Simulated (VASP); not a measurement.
The system is MgO2.

```
Mg O
1.0
     4.82861    0.00000    0.00000
     0.00000    4.82861    0.00000
     0.00000    0.00000    4.82861
Mg O
4 8
Direct
  0.00000 0.50000 0.50000
  0.50000 0.50000 0.00000
  0.50000 0.00000 0.50000
  0.00000 0.00000 0.00000
  0.41058 0.08942 0.91058
  0.08942 0.91058 0.41058
  0.91058 0.41058 0.08942
  0.58942 0.58942 0.58942
  0.41058 0.41058 0.41058
  0.08942 0.58942 0.91058
  0.91058 0.08942 0.58942
  0.58942 0.91058 0.08942
```

The cell is a database's computed one.

The cell isn't the ideal one: cell and atoms relaxed at 0 GPa.

| Item | Value |
| --- | --- |
| Program | VASP 6.6.1 |
| Task | relaxation of cell and atoms |
| Functional | LDA |
| Potentials or basis | VASP PAW LDA potentials, release 64 (Mg, O) |
| Cutoff | 600 eV |
| k mesh | 5 × 5 × 5 |
| Occupations | gaussian, width 0.01 eV |
| Spin | no spin polarisation |

At the start: pressure -6.7 GPa; volume 9.38 Å³/atom.

Task: Where does the relaxation end?

Result: Over 8 steps the energy falls by 8.7 meV/atom and the volume is 8.98 Å³/atom (-4.2 %); space group Pa-3 (No. 205, to 0.05 Å).

Step by step:
| step | energy change (eV) | largest force (eV/Å) | pressure (GPa) | volume (Å³) |
| --- | --- | --- | --- | --- |
| 1 | 0.0000 | 0.3339 | -6.70 | 112.58 |
| 2 | -0.0288 | 0.9876 | 3.97 | 106.31 |
| 3 | -0.0892 | 0.3398 | -1.16 | 109.05 |
| 4 | -0.1003 | 0.1827 | 0.65 | 107.18 |
| 5 | -0.1047 | 0.0034 | -0.07 | 107.83 |
| 6 | -0.1047 | 0.0110 | 0.00 | 107.80 |
| 7 | -0.1047 | 0.0128 | 0.03 | 107.80 |
| 8 | -0.1047 | 0.0001 | 0.00 | 107.80 |

Final structure:
```
CELL_PARAMETERS angstrom
4.75928 0.00000 0.00000
0.00000 4.75928 0.00000
0.00000 0.00000 4.75928
ATOMIC_POSITIONS crystal
Mg 0.00000 0.50000 0.50000
Mg 0.50000 0.50000 0.00000
Mg 0.50000 0.00000 0.50000
Mg 0.00000 0.00000 0.00000
O 0.41066 0.08934 0.91066
O 0.08934 0.91066 0.41066
O 0.91066 0.41066 0.08934
O 0.58934 0.58934 0.58934
O 0.41066 0.41066 0.41066
O 0.08934 0.58934 0.91066
O 0.91066 0.08934 0.58934
O 0.58934 0.91066 0.08934
```
